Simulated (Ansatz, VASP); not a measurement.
# Cross-check of WC (Qusongite) between VASP and Ansatz, part 2 of 2

Aim: how closely do two programs agree when they are given the same cell, functional and k mesh? Of the first pair: The structure shown is the end of the Ansatz relaxation below.

VASP 6.6.1 and Ansatz 0.2.0.

So far. Step 3 (VASP: single point, LDA): The run ends at a pressure of 5.06 GPa.

## 5. Ansatz: zone-centre phonons, LDA

Level of this step: Ansatz beside VASP: Kohn-Sham DFT, plane waves, LDA (Ansatz).

Second derivatives magnify differences that forces hide, and they need a tight electronic threshold. The cell compared in this pair holds 18.23 Å³, against 20.06 Å³ for the pair before.

The cell is taken from a series of runs on this material, whose earlier steps may have relaxed, scaled, displaced or heated it; both programs get it as it stands.

The input, input.yaml:

```yaml
crystal:
  lattice:
    - [2.7762898998, 0.0, 0.0]
    - [-1.3881449499, 2.4043375815, 0.0]
    - [0.0, 0.0, 2.7316562825]
  atoms:
    - { symbol: C, position: [0.6666666667, 0.3333333333, 0.5] }
    - { symbol: W, position: [0.0, 0.0, 0.0] }
kpoints:
  mp_grid: { grid: [18, 18, 16] }
hamiltonian:
  xc: lda
  pseudopotentials: { kind: paw, azcp: { folder: soft_1 }, xc_functional: pbe }
scf:
  occupations: { method: methfessel_paxton, width: 0.2 }
output:
  eigenvalues: true
phonons:
  method: dfpt
```

Launch:

```console
$ ansatz run input.yaml --threads 4 --pin off --max-ram 10240MiB --backend cpu --events-out ev --progress --plain --runs-dir out
```

Numbers of over 12 decimals in the logs are rounded to 6 here.

The program printed:

```text
zone centre: on kpoints.mp_grid the ground state, and the responses unless they are solved on pairs of k-points, stand on 819 of the mesh's 5184 k-points, reduced under 4 symmetry operations, with k and −k counted as one. Each operation leaves every solved displacement unchanged or reverses it
[...]
Crystal: 2 atoms, lattice volume = 18.234 Å³
[...]
k mesh reduced under 4 symmetry operations, with k and −k counted as one. Each operation leaves every solved displacement unchanged or reverses it
  ASR residual: 3.500e-5 → 0.000e0 eV/Å²; symmetrization residual: 1.327e-6 eV/Å²
  ASR residual per site (eV/Å²): 2.93e-6 3.50e-5
  Γ frequencies (cm⁻¹): 0.00 0.00 0.00 737.80 737.80 742.88
  non-analytic LO–TO correction: not included (Born effective charges unavailable; polar crystals: no LO–TO splitting at Γ)
[key lines of the parts left out:]
SCF converged after 9 iterations
Free energy (F): -10373.860174 eV
Fermi energy:    23.355938 eV
```

## 6. VASP: zone-centre phonons, LDA

The same cell, functional (in two slightly different forms), mesh and smearing now go to VASP, with its own data sets.

The input, INCAR:

```
SYSTEM = WC
PREC = Accurate
ENCUT = 600
EDIFF = 1E-08
NELM = 120
ISMEAR = 1
SIGMA = 0.2
LREAL = .FALSE.
ALGO = Normal
GGA = CA
NBANDS = 11
LASPH = .TRUE.
LORBIT = 11
LWAVE = .FALSE.
LCHARG = .FALSE.
ISIF = 2
IBRION = 8
GGA_COMPAT = .FALSE.
KPAR = 2
```

The input, POSCAR:

```
WC
1.0
    2.7762898998      0.0000000000      0.0000000000
   -1.3881449499      2.4043375815      0.0000000000
    0.0000000000      0.0000000000      2.7316562825
C W
1 1
Direct
    0.6666666667      0.3333333333      0.5000000000
    0.0000000000      0.0000000000      0.0000000000
```

The input, KPOINTS:

```
Automatic mesh
0
Gamma
18 18 16
0 0 0
```

PAW data sets: C and W (LDA family, release 64).

Launch:

```console
$ mpirun -np 2 vasp_std
```

The program printed:

```text
[... set-up lines as in an earlier step ...]
 entering main loop
       N       E                     dE             d eps       ncg     rms          rms(c)
DAV:   1     0.260832514747E+02    0.26083E+02   -0.56133E+03  7326   0.939E+02
DAV:   2    -0.258544458488E+02   -0.51938E+02   -0.49693E+02  8623   0.212E+02
DAV:   3    -0.276517254254E+02   -0.17973E+01   -0.17852E+01  9021   0.335E+01
DAV:   4    -0.276594517081E+02   -0.77263E-02   -0.77252E-02  7999   0.264E+00
[...]
DAV:  12    -0.244682454509E+02    0.44847E-06   -0.14576E-06  8037   0.902E-03    0.101E-02
DAV:  13    -0.244682454245E+02    0.26386E-07   -0.20243E-07  8222   0.363E-03    0.698E-04
DAV:  14    -0.244682454265E+02   -0.19959E-08   -0.39502E-09  4275   0.515E-04
   1 F= -.24468245E+02 E0= -.24468203E+02  d E =-.127648E-03
 Linear response reoptimize wavefunctions to high precision
DAV:   1    -0.244682454265E+02   -0.32969E-10   -0.29979E-10  5135   0.181E-04
 Linear response DOF=           4
 Linear response progress:
  Degree of freedom:   1/  4
[...]
RMM:   9    -0.107944551690E+00   -0.10355E-07   -0.32735E-09 56609   0.268E-05    0.489E-06
RMM:  10    -0.107944533519E+00    0.18171E-07   -0.67441E-09 54597   0.830E-06    0.148E-06
RMM:  11    -0.107944531684E+00    0.18352E-08   -0.85839E-10 42347   0.560E-06    0.407E-07
 first order change of Fermi-energy  -0.62768E-04
 force on displaced ion       2 direction 1 : -23.264   0.002   0.000
 Linear response progress:
  Degree of freedom:   4/  4
       N       E                     dE             d eps       ncg     rms          rms(c)
RMM:   1    -0.118230848700E+00   -0.11823E+00   -0.86050E-02 23836   0.202E+00
RMM:   2    -0.114607583583E+00    0.36233E-02   -0.22068E-03 17613   0.396E-01    0.185E-01
RMM:   3    -0.114021557881E+00    0.58603E-03   -0.21357E-04 18450   0.103E-01    0.102E-01
RMM:   4    -0.114009705639E+00    0.11852E-04   -0.33716E-04 18357   0.125E-01    0.141E-02
[...]
RMM:   8    -0.114043541959E+00    0.21463E-06   -0.73859E-09 19849   0.798E-05    0.583E-05
RMM:   9    -0.114043266226E+00    0.27573E-06    0.57284E-11 19975   0.333E-05    0.302E-06
RMM:  10    -0.114043258672E+00    0.75541E-08    0.15404E-09 20019   0.822E-06    0.140E-06
 first order change of Fermi-energy  -0.58521E-03
 force on displaced ion       2 direction 3 :  -0.000   0.000 -23.821
 Linear response finished
```

Parts of OUTCAR (step 6):

```text
  Total        6.5886296      6.5886296      6.7308945      0.0000000     -0.0000000      0.0000000
  in kB      578.9210817    578.9210817    591.4214283      0.0000000     -0.0000000      0.0000000
  external PRESSURE =     583.0878639 kB  Pullay stress =       0.0000000 kB

 POSITION                                       TOTAL-FORCE (eV/Angst)
 -----------------------------------------------------------------------------------
      1.38814      0.80145      1.36583         0.000000      0.000000      0.000000
      0.00000      0.00000      0.00000        -0.000000     -0.000000      0.000000
 -----------------------------------------------------------------------------------
    total drift:                               -0.000000      0.000000      0.000000

[... 1 part as in an earlier step ...]

[... 1 further part left out ...]
```

## 7. Comparison

What differs besides the data sets and the points named for the pairs above, as far as they apply: the data sets hold 18 valence electrons in Ansatz (on its PAW soft_1 files) and 10 in VASP. Total energies have different zeros and are not compared.

The two programs side by side:

| quantity | Ansatz | VASP | difference |
| --- | --- | --- | --- |
| optical mode 1 to 2 (cm⁻¹) | 737.8 | 749.0 | -1.50 % |
| optical mode 3 (cm⁻¹) | 742.9 | 758.1 | -2.00 % |

Modes are paired by rising frequency, not by their patterns, so a pair may set unlike modes beside each other; they are those without the splitting of longitudinal modes.

## 8. Results

| Property | Result |
| --- | --- |
| difference in pressure (single point, LDA) | -0.74 GPa |
| r.m.s. difference of the optical zone-centre modes, each program's sorted by frequency (zone-centre phonons, LDA) | 13 cm⁻¹ |
| difference in optical mode 3 (zone-centre phonons, LDA) | -2.0 % |

The difference in pressure is -0.74 GPa (single point, LDA), within the 1 GPa picked in this series as the mark of a large difference. The data sets hold unlike numbers of valence electrons (18 in Ansatz and 10 in VASP), so part of the differences comes from the potentials. Among the rows given in per cent, the largest difference of the zone-centre phonons, LDA pair is in optical mode 3, -2.0 %. Such differences can come from data sets, numerical settings and the points named under the comparisons, not from the functional's error against experiment.

[Lines on the potential files, build, host, timing and source positions are cut from VASP's logs without a mark.]

[Logs are printed without paths, hosts, clocks, repeated set-up lines and the standing remarks that a program may print on its own settings, such as how far it seeks lower states.]

[Hosts, paths, dates, database ids (printed as entryN), source tags and the programs' standing remarks are cut or masked in the printed files.]
